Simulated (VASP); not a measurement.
# What spin-orbit coupling changes in LaPt2

What does spin-orbit coupling change in LaPt2, and what does it cost? All runs use PBEsol. Left out of this account: 1 further run (fields: a reference on another mesh). The start is a cell from a database of measured crystal structures.

Method: PBEsol; plane waves and PAW (La, Pt), in the first sound run; inputs show where later runs differ, in VASP 6.6.1.

## Step 1: The starting structure

The structure is cubic, space group Fd-3m (No. 227). The conventional cell has a = 7.774 Å, b = 7.774 Å, c = 7.774 Å, α = 90.00°, β = 90.00°, γ = 90.00°. Nearest to La lie 12 Pt at 3.22 Å and 4 La at 3.37 Å. Nearest to Pt lie 6 Pt at 2.75 Å and 6 La at 3.22 Å. Farther neighbours are not listed.

Coordinates:

```xyz
6
Lattice="0.0000 3.8870 3.8870 3.8870 0.0000 3.8870 3.8870 3.8870 0.0000" Properties=species:S:1:pos:R:3 pbc="T T T"
La    0.0000    0.0000    0.0000
La    1.9435    1.9435    1.9435
Pt    4.8587    4.8587    4.8587
Pt    4.8587    2.9152    2.9152
Pt    2.9152    2.9152    4.8587
Pt    2.9152    4.8587    2.9152
```

## Step 2: Band structure (PBEsol)

The mesh alone shows little of the dispersion and can miss band extrema, so KPOINTS_OPT adds a path through the symmetry points after the self-consistent cycle. PBEsol restores the gradient expansion of exchange and is tuned for the cells of solids.

INCAR

```
SYSTEM = LaPt2
PREC = Accurate
ENCUT = 400
EDIFF = 1E-06
NELM = 100
ISMEAR = -1
SIGMA = 0.05
LREAL = .FALSE.
ALGO = Normal
GGA = PS
NBANDS = 48
LASPH = .TRUE.
LORBIT = 11
LWAVE = .FALSE.
LCHARG = .FALSE.
KPAR = 4
```

POSCAR

```
LaPt2
1.0
    0.0000000000      3.8870000000      3.8870000000
    3.8870000000      0.0000000000      3.8870000000
    3.8870000000      3.8870000000      0.0000000000
La Pt
2 4
Direct
    0.0000000000      0.0000000000      0.0000000000
    0.2500000000      0.2500000000      0.2500000000
    0.6250000000      0.6250000000      0.6250000000
    0.1250000000      0.6250000000      0.6250000000
    0.6250000000      0.6250000000      0.1250000000
    0.6250000000      0.1250000000      0.6250000000
```

KPOINTS

```
Automatic mesh
0
Gamma
6 6 6
0 0 0
```

KPOINTS_OPT

```
Line mode
16
Line-mode
Reciprocal
  0.00000000   0.00000000   0.00000000 GAMMA
  0.50000000   0.00000000   0.50000000 X

  0.50000000   0.00000000   0.50000000 X
  0.50000000   0.25000000   0.75000000 W

  0.50000000   0.25000000   0.75000000 W
  0.37500000   0.37500000   0.75000000 K

  0.37500000   0.37500000   0.75000000 K
  0.00000000   0.00000000   0.00000000 GAMMA

  0.00000000   0.00000000   0.00000000 GAMMA
  0.50000000   0.50000000   0.50000000 L

  0.50000000   0.50000000   0.50000000 L
  0.62500000   0.25000000   0.62500000 U

  0.62500000   0.25000000   0.62500000 U
  0.50000000   0.25000000   0.75000000 W

  0.50000000   0.25000000   0.75000000 W
  0.50000000   0.50000000   0.50000000 L

  0.50000000   0.50000000   0.50000000 L
  0.37500000   0.37500000   0.75000000 K

  0.62500000   0.25000000   0.62500000 U
  0.50000000   0.00000000   0.50000000 X
```

PAW data sets: La and Pt (PBE family, release 64).

Run with:

```sh
$ mpirun -np 4 vasp_std
```

Log:

```text
[banner, memory and clock lines left out]
running    4 mpi-ranks, on    1 nodes
 distrk:  each k-point on    1 cores,    4 groups
 distr:  one band on    1 cores,    1 groups

 POSCAR found type information on POSCAR LaPt
 POSCAR found :  2 types and       6 ions
|                                                                             |
|               ----> ADVICE to this user running VASP <----                  |
|                                                                             |
|     You enforced a specific xc type in the INCAR file but a different       |
|     [... a line on the potential file left out ...]
|     I HOPE YOU KNOW WHAT YOU ARE DOING!                                     |
|                                                                             |

 LDA part: xc-table for (Slater+PW92), standard interpolation
 POSCAR, INCAR and KPOINTS ok, starting setup
 FFT: planning ... GRIDC
 FFT: planning ... GRID_SOFT
 FFT: planning ... GRID
 WAVECAR not read
 entering main loop
       N       E                     dE             d eps       ncg     rms          rms(c)
DAV:   1     0.500904972613E+03    0.50090E+03   -0.19538E+04  1752   0.161E+03
DAV:   2     0.469329603638E+02   -0.45397E+03   -0.39463E+03  1776   0.320E+02
DAV:   3    -0.388963670780E+02   -0.85829E+02   -0.69424E+02  1864   0.132E+02
DAV:   4    -0.501673148584E+02   -0.11271E+02   -0.10737E+02  2976   0.457E+01
DAV:   5    -0.506973967915E+02   -0.53008E+00   -0.52136E+00  2712   0.100E+01    0.228E+01
DAV:   6    -0.490258956294E+02    0.16715E+01   -0.74211E+01  2672   0.573E+01    0.165E+01
DAV:   7    -0.454539537089E+02    0.35719E+01   -0.16195E+01  2512   0.237E+01    0.609E+00
DAV:   8    -0.451089000510E+02    0.34505E+00   -0.41370E+00  2656   0.984E+00    0.320E+00
DAV:   9    -0.450090441899E+02    0.99856E-01   -0.74527E-01  2744   0.461E+00    0.668E-01
DAV:  10    -0.450132283407E+02   -0.41842E-02   -0.39734E-02  2640   0.109E+00    0.346E-01
DAV:  11    -0.450103243033E+02    0.29040E-02   -0.82477E-03  2760   0.797E-01    0.121E-01
DAV:  12    -0.450103709893E+02   -0.46686E-04   -0.12201E-03  2904   0.185E-01    0.363E-02
DAV:  13    -0.450103772851E+02   -0.62958E-05   -0.15403E-04  2816   0.101E-01    0.174E-02
DAV:  14    -0.450103755829E+02    0.17021E-05   -0.30140E-05  2960   0.386E-02    0.633E-03
DAV:  15    -0.450103769856E+02   -0.14027E-05   -0.60322E-06  2328   0.108E-02    0.226E-03
DAV:  16    -0.450103768479E+02    0.13770E-06   -0.47666E-07  1512   0.616E-03
   1 F= -.45010377E+02 E0= -.44999575E+02  d E =-.216038E-01
 Start KPOINTS_OPT (optional k-point list driver)
k-point batch [1-16\160]
       N       E                     dE             ncg
DAV:   1     0.123774177712E+05    0.69545E+03     1712
DAV:   2     0.472921203240E+04   -0.76482E+04     1792
DAV:   3     0.328463389438E+04   -0.14446E+04     1904
DAV:   4     0.311979674320E+04   -0.16484E+03     2920
DAV:   5     0.311085032080E+04   -0.89464E+01     2752
DAV:   6     0.311023033036E+04   -0.61999E+00     2904
DAV:   7     0.311020249687E+04   -0.27833E-01     2632
DAV:   8     0.311019993547E+04   -0.25614E-02     2840
DAV:   9     0.311019979638E+04   -0.13909E-03     2648
DAV:  10     0.311019978289E+04   -0.13491E-04     2320
DAV:  11     0.311019978214E+04   -0.74794E-06     1640
[...]
k-point batch [145-160\160]
       N       E                     dE             ncg
DAV:   1     0.123330194193E+05   -0.10807E+05     1736
DAV:   2     0.469439123335E+04   -0.76386E+04     1752
DAV:   3     0.315446594290E+04   -0.15399E+04     1920
DAV:   4     0.301004328117E+04   -0.14442E+03     2904
DAV:   5     0.300262822549E+04   -0.74151E+01     2840
DAV:   6     0.300216529351E+04   -0.46293E+00     2776
DAV:   7     0.300214415532E+04   -0.21138E-01     2808
DAV:   8     0.300214265990E+04   -0.14954E-02     2728
DAV:   9     0.300214258826E+04   -0.71641E-04     2808
DAV:  10     0.300214258282E+04   -0.54396E-05     2024
DAV:  11     0.300214258253E+04   -0.29365E-06     1544
```

The job ended after 2 min (4 MPI ranks of Intel Xeon Platinum 8124M at 3.00GHz (Skylake/Cascade Lake), shared host; peak memory 1.1 GiB; 8.1 min of CPU time).

Lines that name or quote the potential files are left out of all logs, and their timing lines are given in words.

From OUTCAR (step 2):

```text
ion  position               nearest neighbor table
   1  0.000  0.000  0.000-   3 3.22   5 3.22   6 3.22   3 3.22   4 3.22   5 3.22   3 3.22   4 3.22
                             6 3.22   4 3.22   5 3.22   6 3.22   2 3.37   2 3.37   2 3.37   2 3.37
   2  0.250  0.250  0.250-   4 3.22   5 3.22   6 3.22   3 3.22   4 3.22   6 3.22   3 3.22   4 3.22
                             5 3.22   3 3.22   5 3.22   6 3.22   1 3.37   1 3.37   1 3.37   1 3.37
   3  0.625  0.625  0.625-   4 2.75   5 2.75   6 2.75   5 2.75   6 2.75   4 2.75   1 3.22   2 3.22
                             1 3.22   2 3.22   1 3.22   2 3.22
   4  0.125  0.625  0.625-   3 2.75   5 2.75   6 2.75   3 2.75   5 2.75   6 2.75   2 3.22   1 3.22
                             1 3.22   2 3.22   2 3.22   1 3.22
   5  0.625  0.625  0.125-   3 2.75   3 2.75   4 2.75   6 2.75   6 2.75   4 2.75   1 3.22   2 3.22
                             1 3.22   2 3.22   1 3.22   2 3.22
   6  0.625  0.125  0.625-   3 2.75   5 2.75   3 2.75   4 2.75   5 2.75   4 2.75   2 3.22   1 3.22
                             2 3.22   2 3.22   1 3.22   1 3.22

  LATTYP: Found a face centered cubic cell.
 ALAT       =     7.7740000000

 Subroutine GETGRP returns: Found 48 space group operations
 (whereof 24 operations were pure point group operations)

The static configuration has the point symmetry T_d .
 The point group associated with its full space group is O_h .

 Found     16 irreducible k-points:

   k-points           NKPTS =     16   k-points in BZ     NKDIM =     16   number of bands    NBANDS=     48

   dimension x,y,z NGX =    36 NGY =   36 NGZ =   36
   dimension x,y,z NGXF=    72 NGYF=   72 NGZF=   72

   ENCUT  =  400.0 eV  29.40 Ry    5.42 a.u.   8.96  8.96  8.96*2*pi/ulx,y,z

   NELECT =      62.0000    total number of electrons

 k-points in reciprocal lattice and weights: Automatic mesh
   0.00000000  0.00000000  0.00000000       0.005
   0.16666667  0.00000000  0.00000000       0.037
   0.33333333  0.00000000  0.00000000       0.037
   0.50000000  0.00000000  0.00000000       0.019
   0.16666667  0.16666667  0.00000000       0.028
   0.33333333  0.16666667  0.00000000       0.111
   0.50000000  0.16666667  0.00000000       0.111
  -0.33333333  0.16666667  0.00000000       0.111
  -0.16666667  0.16666667  0.00000000       0.056
[...]
-0.33333333  0.33333333  0.16666667       0.111
  -0.33333333  0.50000000  0.16666667       0.056

 average (electrostatic) potential at core
       1 -92.8326       2 -92.8326       3 -63.0297       4 -63.0297       5 -63.0297
       6 -63.0297

 E-fermi :  11.0518

 k-point     1 :       0.0000    0.0000    0.0000
  band No.  band energies     occupation
    ...
     27       9.4619      2.00000
     28       9.4619      2.00000
     29      11.0524      0.99380
     30      11.0524      0.99380
     31      11.0524      0.99380
     32      11.1757      0.15493
     33      11.1972      0.10357
     34      11.1972      0.10357
     35      11.1972      0.10357
     36      12.8567      0.00000
    ...

 k-point     2 :       0.1667    0.0000    0.0000
  band No.  band energies     occupation
    ...
     28       9.7179      2.00000
     29       9.9702      2.00000
     30      10.6153      1.99968
     31      10.6153      1.99968
     32      10.7288      1.99688
     33      11.1970      0.10388
     34      11.7482      0.00000
     35      11.7482      0.00000
     36      12.6696      0.00000
     37      12.6696      0.00000
    ...

 k-point     3 :       0.3333    0.0000    0.0000
  band No.  band energies     occupation
    ...
     26       8.8809      2.00000
     27       8.8809      2.00000
     28       9.3180      2.00000
     29       9.3180      2.00000
     30      10.8486      1.96624
     31      11.1158      0.43489
     32      11.1158      0.43489
     33      11.1967      0.10446
     34      11.9870      0.00000
     35      11.9870      0.00000
    ...

  Total       -1.4505763     -1.4505763     -1.4505763     -0.0000000     -0.0000000     -0.0000000
  in kB      -19.7868903    -19.7868903    -19.7868903     -0.0000000     -0.0000000     -0.0000000
  external PRESSURE =     -19.7868903 kB  Pullay stress =       0.0000000 kB

  energy-cutoff  :      400.00
  volume of cell :      117.46
      direct lattice vectors                 reciprocal lattice vectors
     0.000000000  3.887000000  3.887000000    -0.128633908  0.128633908  0.128633908
     3.887000000  0.000000000  3.887000000     0.128633908 -0.128633908  0.128633908
     3.887000000  3.887000000  0.000000000     0.128633908  0.128633908 -0.128633908

 POSITION                                       TOTAL-FORCE (eV/Angst)
 -----------------------------------------------------------------------------------
      0.00000      0.00000      0.00000         0.000000      0.000000      0.000000
      1.94350      1.94350      1.94350        -0.000000     -0.000000     -0.000000
      4.85875      4.85875      4.85875        -0.000000     -0.000000     -0.000000
      4.85875      2.91525      2.91525        -0.000000     -0.000000     -0.000000
      2.91525      2.91525      4.85875        -0.000000     -0.000000     -0.000000
      2.91525      4.85875      2.91525        -0.000000     -0.000000     -0.000000
 -----------------------------------------------------------------------------------
    total drift:                                0.000000      0.000000      0.000000

  FREE ENERGIE OF THE ION-ELECTRON SYSTEM (eV)
  ---------------------------------------------------
  free  energy   TOTEN  =       -45.0103768479 eV

  energy  without entropy=      -44.9887730931  energy(sigma->0) =      -44.99957497

 total charge
# of ion       s       p       d       f       tot
--------------------------------------------------
    1        2.075   5.594   0.785   0.190   8.643
    2        2.075   5.594   0.785   0.190   8.643
    3        0.719   0.578   8.029   0.000   9.326
    4        0.719   0.578   8.029   0.000   9.326
    5        0.719   0.578   8.029   0.000   9.326
    6        0.719   0.578   8.029   0.000   9.326
--------------------------------------------------
tot          7.025  13.501  33.686   0.379  54.591

[... 3 further parts left out ...]
```

The k-mesh is coarse for a metal. Spin-orbit coupling is off here; with elements this heavy it splits and shifts levels by tenths of an eV or more. The PAW data sets were made with PBE, which is usual practice but a small mismatch for other functionals.

This step gave:

* electronic steps: 16
* electrons: 62
* bands: 48
* irreducible k points: 16
* symmetry operations: 48
* free energy (TOTEN): -45.01 eV
* energy at zero smearing: -45.00 eV
* Fermi energy: 11.05 eV
* pressure: -1.979 GPa
* metallic: yes

Electronic bands along the path, in eV, zero at the Fermi level; # counts the bands kept, so #1 is VASP's band 9:

```
          point    #20    #21    #22    #23    #24   #25   #26   #27
              Γ  -1.59   0.00   0.00   0.00   0.12  0.15  0.15  0.15
0.53 of the way  -1.49  -1.49  -1.43  -0.80   0.19  0.66  0.83  0.83
              X  -2.02  -1.95  -1.95   0.08   0.08  1.12  1.12  1.60
0.53 of the way  -2.26  -1.70  -1.70   0.08   0.08  1.14  1.14  1.59
              W  -2.36  -1.52  -1.52   0.02   0.02  1.18  1.18  1.42
0.47 of the way  -2.34  -1.69  -1.44  -0.22   0.36  1.08  1.22  1.46
              K  -2.36  -1.81  -1.45  -0.32   0.60  1.00  1.42  1.44
0.53 of the way  -1.43  -1.29  -0.95  -0.67   0.12  0.62  0.89  1.07
              Γ  -1.59   0.00   0.00   0.00   0.12  0.15  0.15  0.15
0.53 of the way  -1.62  -1.62  -0.35  -0.07  -0.07  0.15  0.78  0.78
              L  -1.76  -1.76  -0.01  -0.01   0.14  0.25  1.54  1.54
0.47 of the way  -1.94  -1.76  -0.68  -0.30   0.47  0.58  1.32  1.42
              U  -2.36  -1.81  -1.45  -0.32   0.60  1.00  1.42  1.44
0.53 of the way  -2.34  -1.69  -1.44  -0.22   0.36  1.08  1.22  1.46
              W  -2.36  -1.52  -1.52   0.02   0.02  1.18  1.18  1.42
0.47 of the way  -2.18  -1.75  -0.94  -0.34   0.55  0.77  1.18  1.51
              L  -1.76  -1.76  -0.01  -0.01   0.14  0.25  1.54  1.54
0.53 of the way  -2.01  -1.76  -0.81  -0.37   0.57  0.66  1.29  1.41
              K  -2.36  -1.81  -1.45  -0.32   0.60  1.00  1.42  1.44
      jump to U  -2.36  -1.81  -1.45  -0.32   0.60  1.00  1.42  1.44
0.47 of the way  -2.11  -1.90  -1.71  -0.06   0.27  1.06  1.22  1.55
              X  -2.02  -1.95  -1.95   0.08   0.08  1.12  1.12  1.60
```

Of the projections kept (La, Pt), the largest for each band there; the rest of the weight can lie on other orbitals:

```
point      #20      #21      #22      #23      #24      #25      #26      #27
    Γ  La 0.64  Pt 0.54  Pt 0.54  Pt 0.54  Pt 0.89  Pt 1.00  Pt 1.00  Pt 1.00
    X  Pt 0.98  Pt 0.98  Pt 0.98  Pt 0.54  Pt 0.54  La 0.64  La 0.64  La 0.78
    W  Pt 0.96  Pt 0.98  Pt 0.98  Pt 0.84  Pt 0.84  La 0.57  La 0.57  La 0.87
    K  Pt 0.95  Pt 0.99  Pt 0.99  Pt 0.89  La 0.50  La 0.54  La 0.82  La 0.68
    Γ  La 0.64  Pt 0.54  Pt 0.54  Pt 0.54  Pt 0.89  Pt 1.00  Pt 1.00  Pt 1.00
    L  Pt 0.99  Pt 0.99  La 0.66  La 0.66  Pt 1.00  Pt 0.61  Pt 0.74  Pt 0.74
```

There is no gap at this level.

(Continued in part 2 of 4.)

[Lines on the potential files, build, host, timing and source positions are cut from VASP's logs without a mark.]

[Logs are printed without paths, hosts, clocks, repeated set-up lines and the standing remarks that a program may print on its own settings, such as how far it seeks lower states.]

[Hosts, paths, dates, database ids (printed as entryN), source tags and the programs' standing remarks are cut or masked in the printed files.]

[A measured line is paired with the nearest computed mode of its activity, which favours agreement.]
